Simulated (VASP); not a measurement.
Data:

```
AgCl
1.0
    1.87003    -5.52830     0.00000
    1.87003     5.52830     0.00000
    0.00000     0.00000     3.91743
Ag Cl
2 2
Cartesian
  1.87003   1.13926   2.93807
  1.87003  -1.13926   0.97936
  1.87003  -4.03852   0.97936
  1.87003   4.03852   2.93807
```

All values below come from r2SCAN meta-GGA, VASP's PBE PAW potentials (set 64) (plane waves; VASP). Settings: 400 eV cut-off, 6×6×5 Γ-centred mesh, Gaussian smearing of 0.050 eV, potentials Ag Cl.

Estimate the energy per atom (σ→0).

```json
{
 "energy per atom (σ→0)": "-1378.9 kJ/mol of atoms"
}
```

Total energies compare only between runs with the same potentials, cut-off and functional.

The structure comes from a computed database's AgCl entry (Cmcm); how it stands against other phases isn't given here. It was relaxed first. The start is the result of an earlier pass.
